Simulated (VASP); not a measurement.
# Be2Al5 (P4/mmm) in VASP: equation of state

How stiff is Be2Al5 in PBE, and what volume does it want? The cell is scaled to several volumes.

Everything below comes from runs of VASP 6.6.1. Logs are shortened: lines on timing, memory, paths and dates and some standing lists are left out, and cuts for length are marked.

**1. The structure**

Symmetry: P4/mmm, No. 123, tetragonal system. The conventional cell has a = 6.411 Å, b = 6.411 Å, c = 2.688 Å, α = 90.00°, β = 90.00°, γ = 90.00°. Be (site symmetry mmm) has 8 Al at 2.66 Å and 2 Be at 2.69 Å as nearest neighbours. Around Al (site symmetry m2m) lie 5 Al at 2.64 to 2.69 Å and 4 Be at 2.66 Å. Al (site symmetry 4/mmm) is surrounded by 6 Al at 2.64 to 2.69 Å.

The cell was built by a generator and needn't be a form met in nature.

**2. Equation of state, PBE, 14.83 Å³/atom (volume scaled by 0.94)**

INCAR

```
ALGO = Normal
EDIFF = 1E-7
ENCUT = 520
GGA = PE
ISIF = 2
ISMEAR = -1
LASPH = T
LCHARG = F
LREAL = F
LWAVE = F
NBANDS = 18
NELM = 60
PREC = Accurate
SIGMA = 0.05
```

KPOINTS

```
k-points
0
Gamma
  4 4 10
```

POSCAR

```
Be2Al5
1.0
    6.2796955251      0.0000000000      0.0000000000
    0.0000000000      6.2796955251      0.0000000000
    0.0000000000      0.0000000000      2.6331862354
Be Al
2 5
Direct
    0.5000000000      0.0000000000      0.0000000000
    0.0000000000      0.5000000000      0.0000000000
    0.7906600000      0.7906600000      0.5000000000
    0.2093400000      0.2093400000      0.5000000000
    0.2093400000      0.7906600000      0.5000000000
    0.7906600000      0.2093400000      0.5000000000
    0.5000000000      0.5000000000      0.5000000000
```

Potentials or basis: VASP PAW PBE potentials, release 64 (Be, Al).

Launch:

```
$ cat potpaw_PBE.64/Be/POTCAR potpaw_PBE.64/Al/POTCAR > POTCAR
$ mpirun -np 1 vasp_std > vasp.out
```

OUTCAR:

```text
EDIFF = 1E-7
   ENCUT = 520
   GGA = PE
   ISIF = 2
   ISMEAR = -1
   LASPH = T
   LREAL = F
   NELM = 60
   PREC = Accurate

 Found     36 irreducible k-points:

 Following reciprocal coordinates:
            Coordinates               Weight
  0.000000  0.000000  0.000000      1.000000
  0.250000  0.000000  0.000000      4.000000
  0.500000  0.000000  0.000000      2.000000
  0.250000  0.250000  0.000000      4.000000
  0.500000  0.250000  0.000000      4.000000
  0.500000  0.500000  0.000000      1.000000
   k-points           NKPTS =     36   k-points in BZ     NKDIM =     36   number of bands    NBANDS=     18
   number of dos      NEDOS =    301   number of ions     NIONS =      7
   total plane-waves  NPLWV =  46080
   dimension x,y,z NGX =    48 NGY =   48 NGZ =   20
   dimension x,y,z NGXF=    96 NGYF=   96 NGZF=   40
   ions per type =               2   5
   NGX,Y,Z   is equivalent  to a cutoff of  12.71, 12.71, 12.63 a.u.
   NGXF,Y,Z  is equivalent  to a cutoff of  25.41, 25.41, 25.25 a.u.
 SYSTEM =  unknown system
   PREC   = accura    normal or accurate (medium, high low for compatibility)
   ISTART =      0    job   : 0-new  1-cont  2-samecut
   ICHARG =      2    charge: 1-file 2-atom 10-const
   ISPIN  =      1    spin polarized calculation?
   LNONCOLLINEAR =      F non collinear calculations
   LSORBIT =      F    spin-orbit coupling
   LASPH  =      T    aspherical Exc in radial PAW
   ENCUT  =  520.0 eV  38.22 Ry    6.18 a.u.  11.68 11.68  4.90*2*pi/ulx,y,z
   NELM   =     60;   NELMIN=  2; NELMDL= -5     # of ELM steps
   EDIFF  = 0.1E-06   stopping-criterion for ELM
   LREAL  =      F    real-space projection
   EDIFFG = 0.1E-05   stopping-criterion for IOM
   NSW    =      0    number of steps for IOM
   IBRION =     -1    ionic relax: 0-MD 1-quasi-New 2-CG
   NFREE  =      0    steps in history (QN), initial steepest desc. (CG)
   ISIF   =      2    stress and relaxation
   ISYM   =      2    0-nonsym 1-usesym 2-fastsym
   POTIM  = 0.5000    time-step for ionic-motion
   TEBEG  =    0.0;   TEEND  =   0.0 temperature during run
   PSTRESS=    0.0 pullay stress
   NELECT =      19.0000    total number of electrons
   NUPDOWN=      -1.0000    fix difference up-down
   EMIN   =  10.00;   EMAX   =-10.00  energy-range for DOS
   EFERMI =   0.00;   METHOD = LEGACY
   ISMEAR =    -1;   SIGMA  =   0.05  broadening in eV -4-tet -1-fermi 0-gaus
   EFERMI_NEDOS =   21; number of points for ismear=-14 and -15
   IALGO  =     38    algorithm
   IMIX   =      4    mixing-type and parameters
     AMIX     =   0.40;   BMIX     =  1.00
     AMIX_MAG =   1.60;   BMIX_MAG =  1.00
  volume/ion in A,a.u.               =      14.83       100.11
  Fermi-wavevector in a.u.,A,eV,Ry     =   0.929408  1.756327 11.752704  0.863799
  Thomas-Fermi vector in A             =   2.055688
   LORBIT       =      0    0 simple, 1 ext, 2 COOP (PROOUT), +10 PAW based schemes
   GGA     = PE    functional components
   LHFCALC =     F    Hartree Fock is set to
   AEXX    =    0.0000 exact exchange contribution
   IVDW    =     0    specifies the selected vdW correction
   LEPSILON=     F    determine dielectric tensor
   LRPA    =     F    only Hartree local field effects (RPA)
 non-spin polarized calculation
  energy-cutoff  :      520.00
  volume of cell :      103.84
 maximum number of plane-waves:      2832
 NGX is ok and might be reduce to    48
   NGX = 23   NGY = 23   NGZ =  9

 number of electron      19.0000000 magnetization

 Free energy of the ion-electron system (eV)
  ---------------------------------------------------
  ext. energy  EPLUGINS =         0.00000000
  ---------------------------------------------------
  free energy    TOTEN  =       -23.48201420 eV

  energy without entropy =      -23.45602576  energy(sigma->0) =      -23.46901998

 E-fermi :   7.2178     XC(G=0): -10.0536

 val. band max:        7.2164236684   @ k =   0.2500   0.2500   0.5000
 cond. band min:       7.2358225299   @ k =   0.2500   0.0000   0.0000
 fundamental gap:      0.0193988614
 Fermi energy:         7.2177956824

 k-point     1 :       0.0000    0.0000    0.0000
  band No.  band energies     occupation
      1      -3.5912      2.00000
      2      -0.4308      2.00000
      3      -0.4308      2.00000
      4       0.2472      2.00000
      5       0.4112      2.00000
      6       3.0532      2.00000
[... 10 lines left out ...]
     17      13.3756      0.00000
     18      13.9085      0.00000

 k-point     2 :       0.2500    0.0000    0.0000
  band No.  band energies     occupation
      1      -3.3686      2.00000
      2      -1.6180      2.00000
      3      -0.2159      2.00000
      4       0.5222      2.00000
      5       1.6788      2.00000
      6       1.6991      2.00000
[... 10 lines left out ...]
     17      13.8099      0.00000
     18      14.7362      0.00000

 k-point     3 :       0.5000    0.0000    0.0000
  band No.  band energies     occupation
      1      -2.7189      2.00000
      2      -2.6905      2.00000
      3       0.2266      2.00000
      4       0.8131      2.00000
      5       0.9272      2.00000
      6       1.3368      2.00000
[... 10 lines left out ...]
     17      15.3099      0.00000
     18      15.3203      0.00000

 k-point     4 :       0.2500    0.2500    0.0000
  band No.  band energies     occupation
      1      -3.1467      2.00000
      2      -1.4770      2.00000
      3      -1.3126      2.00000
      4       0.3233      2.00000
      5       2.0380      2.00000
      6       2.2782      2.00000
[... 10 lines left out ...]
     17      14.1482      0.00000
     18      15.0629      0.00000

 k-point     5 :       0.5000    0.2500    0.0000
  band No.  band energies     occupation
      1      -2.5041      2.00000
      2      -2.4668      2.00000
      3      -0.7897      2.00000
      4      -0.6740      2.00000
      5       2.6223      2.00000
      6       2.8281      2.00000
[... 10 lines left out ...]
     17      14.9296      0.00000
     18      15.1774      0.00000

 k-point     6 :       0.5000    0.5000    0.0000
  band No.  band energies     occupation
      1      -1.9764      2.00000
      2      -1.8674      2.00000
      3      -1.7144      2.00000
      4      -1.7144      2.00000
      5       3.6358      2.00000
      6       5.0752      2.00000
[... 10 lines left out ...]
     17      15.4462      0.00000
     18      15.4462      0.00000

 [... further k-points ...]

------------------------ aborting loop because EDIFF is reached ----------------------------------------

  FORCE on cell =-STRESS in cart. coord.  units (eV):
  Direction    XX          YY          ZZ          XY          YZ          ZX
  --------------------------------------------------------------------------------------
  -------------------------------------------------------------------------------------
  Total        2.8099216      2.8099216      4.7818325      0.0000000      0.0000000      0.0000000
  in kB       43.3556827     43.3556827     73.7812813      0.0000000      0.0000000      0.0000000
  external PRESSURE =      53.4975489 kB  Pullay stress =       0.0000000 kB

 VOLUME and BASIS-vectors are now :
 -----------------------------------------------------------------------------
  energy-cutoff  :      520.00
  volume of cell :      103.84
      direct lattice vectors                 reciprocal lattice vectors
     6.279695525  0.000000000  0.000000000     0.159243389  0.000000000  0.000000000
     0.000000000  6.279695525  0.000000000     0.000000000  0.159243389  0.000000000
     0.000000000  0.000000000  2.633186235     0.000000000  0.000000000  0.379768049

 POSITION                                       TOTAL-FORCE (eV/Angst)
 -----------------------------------------------------------------------------------
      3.13985      0.00000      0.00000         0.000000      0.000000     -0.000000
      0.00000      3.13985      0.00000         0.000000      0.000000     -0.000000
      4.96510      4.96510      1.31659         0.050683      0.050683     -0.000000
      1.31459      1.31459      1.31659        -0.050683     -0.050683      0.000000
      1.31459      4.96510      1.31659        -0.050683      0.050683     -0.000000
      4.96510      1.31459      1.31659         0.050683     -0.050683      0.000000
      3.13985      3.13985      1.31659         0.000000      0.000000     -0.000000
 -----------------------------------------------------------------------------------
    total drift:                               -0.000000      0.000000      0.000000

  FREE ENERGIE OF THE ION-ELECTRON SYSTEM (eV)
  ---------------------------------------------------
  free  energy   TOTEN  =       -23.4820141954 eV

  energy  without entropy=      -23.4560257639  energy(sigma->0) =      -23.46901998
```

Run time: 32 s. Hardware: 1 thread of Intel Xeon 6975P-C (Granite Rapids), shared host; peak memory 0.22 GiB.

What came out:

```yaml
Free_energy: -23.4820 eV
Pressure: 5.3 GPa
Largest_force: 0.072 eV/Å
Band_gap_on_the_k_mesh: none (metal or under the smearing width)
```

**3. Equation of state, PBE, 15.15 Å³/atom (volume scaled by 0.96)**

INCAR

```
SYSTEM = Be2Al5
  ALGO = Normal
  EDIFF = 1E-7
  ENCUT = 520
  GGA = PE
  ISIF = 2
  ISMEAR = -1
  LASPH = .TRUE.
  LCHARG = .FALSE.
  LREAL = .FALSE.
  LWAVE = .FALSE.
  NBANDS = 18
  NELM = 60
  PREC = Accurate
  SIGMA = 0.05
```

KPOINTS

```
k-points
0
G
  4 4 10
  0 0 0
```

POSCAR, as its differences from that of step 2:

```diff
@@ -2,5 +2,5 @@
 1.0
-    6.2796955251      0.0000000000      0.0000000000
-    0.0000000000      6.2796955251      0.0000000000
-    0.0000000000      0.0000000000      2.6331862354
+    6.3239201901      0.0000000000      0.0000000000
+    0.0000000000      6.3239201901      0.0000000000
+    0.0000000000      0.0000000000      2.6517304114
 Be Al
```

Potentials or basis: VASP PAW PBE potentials, release 64 (Be, Al).

Launch:

```
$ cat potpaw_PBE.64/Be/POTCAR potpaw_PBE.64/Al/POTCAR > POTCAR
$ mpirun -np 1 vasp_std > vasp.out
```

Wall time 33 s (1 thread of Intel Xeon 6975P-C (Granite Rapids), shared host); peak memory 0.22 GiB.

Results (log left out):

```yaml
Free_energy: -23.5425 eV
Pressure: 3.4 GPa
Largest_force: 0.066 eV/Å
Band_gap_on_the_k_mesh: none (metal or under the smearing width)
```

**4. Equation of state, PBE, 15.47 Å³/atom (volume scaled by 0.98)**

INCAR

```
PREC     = Accurate       # precision mode
ENCUT    = 520            # plane-wave cutoff, eV
EDIFF    = 1E-7           # SCF threshold, eV
ISMEAR   = -1             # smearing method
SIGMA    = 0.05           # smearing width, eV
LREAL    = False          # projectors in reciprocal space
LASPH    = True           # aspherical terms in the spheres
NELM     = 60             # most SCF steps
ALGO     = Normal         # electronic algorithm
ISIF     = 2              # what is computed and relaxed
LWAVE    = False          # write WAVECAR
LCHARG   = False          # write CHGCAR
GGA      = PE             # functional
NBANDS   = 18             # bands
```

KPOINTS

```
Automatic mesh
0
Gamma
  4 4 10
```

POSCAR, as its differences from that of step 3:

```diff
@@ -2,5 +2,5 @@
 1.0
-    6.3239201901      0.0000000000      0.0000000000
-    0.0000000000      6.3239201901      0.0000000000
-    0.0000000000      0.0000000000      2.6517304114
+    6.3675348110      0.0000000000      0.0000000000
+    0.0000000000      6.3675348110      0.0000000000
+    0.0000000000      0.0000000000      2.6700187853
 Be Al
```

Launch:

```
$ cat potpaw_PBE.64/Be/POTCAR potpaw_PBE.64/Al/POTCAR > POTCAR
$ mpirun -np 1 vasp_std > vasp.out
```

Wall time 38 s (1 thread of Intel Xeon 6975P-C (Granite Rapids), shared host); peak memory 0.22 GiB.

The run converged. Its results:

| Quantity | Value |
| --- | --- |
| Free energy | -23.5779 eV |
| Pressure | 1.7 GPa |
| Largest force | 0.061 eV/Å |
| Band gap on the k mesh | none (metal or under the smearing width) |

**5. Equation of state, PBE, 16.10 Å³/atom (volume scaled by 1.02)**

INCAR

```
PREC = Accurate
ENCUT = 520
EDIFF = 1E-7
ISMEAR = -1
SIGMA = 0.05
LREAL = F
LASPH = T
NELM = 60
ALGO = Normal
ISIF = 2
LWAVE = F
LCHARG = F
GGA = PE
NBANDS = 18
```

KPOINTS

```
regular mesh
0
Gamma
  4 4 10
```

POSCAR, as its differences from that of step 4:

```diff
@@ -2,5 +2,5 @@
 1.0
-    6.3675348110      0.0000000000      0.0000000000
-    0.0000000000      6.3675348110      0.0000000000
-    0.0000000000      0.0000000000      2.6700187853
+    6.4530152770      0.0000000000      0.0000000000
+    0.0000000000      6.4530152770      0.0000000000
+    0.0000000000      0.0000000000      2.7058622407
 Be Al
```

Launch:

```
$ cat potpaw_PBE.64/Be/POTCAR potpaw_PBE.64/Al/POTCAR > POTCAR
$ mpirun -np 1 vasp_std > vasp.out
```

Run time: 39 s. Hardware: 1 thread of Intel Xeon 6975P-C (Granite Rapids), shared host; peak memory 0.22 GiB.

The run converged. Its results:

```
Free energy            : -23.5826 eV
Pressure               : -1.3 GPa
Largest force          : 0.052 eV/Å
Band gap on the k mesh : none (metal or under the smearing width)
```

**6. Equation of state, PBE, 16.41 Å³/atom (volume scaled by 1.04)**

INCAR

```
PREC = Accurate ; ENCUT = 520
EDIFF = 1E-7 ; ISMEAR = -1
SIGMA = 0.05 ; LREAL = F
LASPH = T ; NELM = 60
ALGO = Normal ; ISIF = 2
LWAVE = F ; LCHARG = F
GGA = PE ; NBANDS = 18
```

KPOINTS

```
Automatic mesh
0
Gamma
  4 4 10
```

POSCAR, as its differences from that of step 5:

```diff
@@ -2,5 +2,5 @@
 1.0
-    6.4530152770      0.0000000000      0.0000000000
-    0.0000000000      6.4530152770      0.0000000000
-    0.0000000000      0.0000000000      2.7058622407
+    6.4949191478      0.0000000000      0.0000000000
+    0.0000000000      6.4949191478      0.0000000000
+    0.0000000000      0.0000000000      2.7234332670
 Be Al
```

Potentials or basis: VASP PAW PBE potentials, release 64 (Be, Al).

Launch:

```
$ cat potpaw_PBE.64/Be/POTCAR potpaw_PBE.64/Al/POTCAR > POTCAR
$ mpirun -np 1 vasp_std > vasp.out
```

Wall time 32 s (1 thread of Intel Xeon 6975P-C (Granite Rapids), shared host); peak memory 0.23 GiB.

Results (log left out):

```yaml
Free_energy: -23.5561 eV
Pressure: -2.6 GPa
Largest_force: 0.048 eV/Å
Band_gap_on_the_k_mesh: none (metal or under the smearing width)
```

**7. Equation of state, PBE, 16.73 Å³/atom (volume scaled by 1.06)**

INCAR

```
SYSTEM = Be2Al5
PREC = Accurate
ENCUT = 520
EDIFF = 1E-7
ISMEAR = -1
SIGMA = 0.05
LREAL = .False.
LASPH = .True.
NELM = 100
ALGO = Normal
ISIF = 2
LWAVE = .False.
LCHARG = .False.
GGA = PE
NBANDS = 18
```

KPOINTS

```
regular mesh
0
Gamma
  4 4 10
  0 0 0
```

POSCAR, as its differences from that of step 6:

```diff
@@ -2,5 +2,5 @@
 1.0
-    6.4949191478      0.0000000000      0.0000000000
-    0.0000000000      6.4949191478      0.0000000000
-    0.0000000000      0.0000000000      2.7234332670
+    6.5362891749      0.0000000000      0.0000000000
+    0.0000000000      6.5362891749      0.0000000000
+    0.0000000000      0.0000000000      2.7407804434
 Be Al
```

Launch:

```
$ cat potpaw_PBE.64/Be/POTCAR potpaw_PBE.64/Al/POTCAR > POTCAR
$ mpirun -np 1 vasp_std > vasp.out
```

Run time: 45 s. Hardware: 1 thread of Intel Xeon 6975P-C (Granite Rapids), shared host; peak memory 0.23 GiB.

Results (log left out):

```yaml
Free_energy: -23.5127 eV
Pressure: -3.7 GPa
Largest_force: 0.045 eV/Å
Band_gap_on_the_k_mesh: none (metal or under the smearing width)
```

**8. Equation of state, PBE**

Potentials or basis: VASP PAW PBE potentials, release 64 (Be, Al).

No new run: the results of the series are fitted here.

Results:

| Item | Value |
| --- | --- |
| Equilibrium volume | 15.81 Å³/atom |
| Bulk modulus at fixed shape and positions | 74 GPa |
| Pressure derivative of the bulk modulus | 4.0 |

Energy against volume, from the lowest point:
```tsv
volume (Å³/atom)	energy (meV/atom)
14.834	15.50
15.150	6.87
15.465	1.81
15.781	0.00
16.097	1.13
16.412	4.92
16.728	11.11
```

Caveat: the cell was scaled at fixed shape and fractional positions, which overstates the stiffness of a crystal with free parameters, most of all of layers and chains.
